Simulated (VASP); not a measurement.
These are MS2 meta-GGA, VASP's PBE PAW potentials (set 64) (plane waves; VASP) values and carry that method's errors.

A VASP calculation is set up with these files.

**KPOINTS**
```
Automatic
0
gamma
13 13 10
0 0 0
```

### INCAR
```
# general
SYSTEM  = MgB2
PREC    = Accurate
ENCUT   = 520
LREAL   = .FALSE.
LASPH   = .TRUE.

# electronic loop
EDIFF   = 1E-7
NELM    = 100
ALGO    = Normal
LMIXTAU = .TRUE.

# smearing
ISMEAR  = -5

# functional
METAGGA = MS2

# ions
ISIF    = 2

# output
LWAVE   = .FALSE.
LCHARG  = .FALSE.
LORBIT  = 11
NEDOS   = 601

# other
LEFG    = .TRUE.
```

KPOINTS_OPT:
```
k-points along high-symmetry lines
6
Line-mode
Reciprocal
  0.000000   0.000000   0.000000 ! GAMMA
  0.000000   0.500000   0.000000 ! M

  0.000000   0.500000   0.000000 ! M
 -0.333333   0.666667   0.000000 ! K

 -0.333333   0.666667   0.000000 ! K
  0.000000   0.000000   0.000000 ! GAMMA

  0.000000   0.000000   0.000000 ! GAMMA
  0.000000   0.000000   0.500000 ! A

  0.000000   0.000000   0.500000 ! A
  0.000000   0.500000   0.500000 ! L

  0.000000   0.500000   0.500000 ! L
 -0.333333   0.666667   0.500000 ! H

 -0.333333   0.666667   0.500000 ! H
  0.000000   0.000000   0.500000 ! A

  0.000000   0.500000   0.500000 ! L
  0.000000   0.500000   0.000000 ! M

 -0.333333   0.666667   0.500000 ! H
 -0.333333   0.666667   0.000000 ! K
```

### POSCAR
```
MgB2
1.0
  1.5339136225  -2.6568158416   0.0000000000
  1.5339136225   2.6568158416   0.0000000000
  0.0000000000   0.0000000000   3.4781806638
Mg B
1 2
Cartesian
  0.0000000000   0.0000000000   3.4781806638
  1.5339136225   0.8856070517   1.7390903319
  1.5339136225  -0.8856070517   1.7390903319
```

POTCAR, in this order: Mg B (PBE.64 set). Program: vasp_std.

Q: What will the output report for the number of irreducible k-points (NKPTS), largest plane-wave count, number of space-group operations, FFT grid (NGX, NGY, NGZ)?

A: 
* **number of irreducible k-points (NKPTS)**: 126
* **largest plane-wave count**: 781
* **number of space-group operations**: 24
* **FFT grid (NGX, NGY, NGZ)**: 24 × 24 × 28

The compound is MgB2 in the AlB2 type structure. It was relaxed first.
